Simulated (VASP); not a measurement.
Input:

```xyz
4
Lattice="1.5651 -2.7108 0.0000 1.5651 2.7108 0.0000 0.0000 0.0000 5.0117" Properties=species:S:1:pos:R:3 pbc="T T T"
Al     1.5651    -0.9036     2.5061
Al     1.5651     0.9036     0.0002
N      1.5651    -0.9036     4.4201
N      1.5651     0.9036     1.9142
```

The numbers are results of HSE06 screened hybrid, VASP's PBE PAW potentials (set 64) (plane waves; VASP), not measurements. Numerical set-up: 520 eV cut-off, 6×6×4 Γ-centred mesh, Gaussian smearing of 0.050 eV, potentials Al N.

Q: What does the run give for the energy per atom (σ→0), pressure, band gap (over mesh and band path) with the smallest direct gap where there is one?

A: 
The band gap (over mesh and band path) is 5.40 eV, the smallest direct gap (over mesh and band path) is 5.40 eV and the energy per atom (σ→0) is -842.9 kJ/mol of atoms. The pressure is -5.22 GPa.

Only differences to runs with the same potentials and settings are physical.

The compound is AlN in the wurtzite structure. It was relaxed first. The cell's shape comes from a PBE relaxation.
